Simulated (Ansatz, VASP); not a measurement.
**CsHgS in VASP and in Ansatz**

```
CELL_PARAMETERS angstrom
4.28901 0.00000 0.00000
0.00000 4.28901 0.00000
0.00000 0.00000 5.77245
ATOMIC_POSITIONS crystal
Cs 0.00000 0.00000 0.50000
Hg 0.50000 0.50000 0.50000
S 0.50000 0.50000 0.00000
```

Alike in both runs: task single point; functional PBE; k mesh 4 × 4 × 4; occupations gaussian, width 0.1 eV; no spin polarisation.

|  | VASP | Ansatz |
| --- | --- | --- |
| version | VASP 6.6.1 | Ansatz 0.2.0 |
| potentials or method | VASP PAW PBE potentials, release 64 (Cs_sv, Hg, S) | scalar-relativistic, plane waves, PAW |
| plane-wave cutoff (eV) | 520 | 420 |
| valence electrons in the cell | 27 | 35 |

Ansatz gave:

```
gap on the k mesh at the Fermi level (eV)       : none
pressure (GPa)                                  : 5.3
largest component of the traceless stress (GPa) : 12.95
```

Question: What did VASP give for the same quantities?

Answer: gap on the k mesh at the Fermi level (eV): none; pressure (GPa): 5.5; largest component of the traceless stress (GPa): 13.11.

A gap of «none» marks a metal or a gap that the smearing closes. With one functional, cell and mesh, what is left measures potentials, basis and numerics. The two sets of potentials don't hold the same shells in valence.

Caveats: the k mesh is coarse (spacing up to 0.37 Å⁻¹), so the values aren't converged. Spin-orbit coupling is left out, which matters for the levels of Cs, Hg.
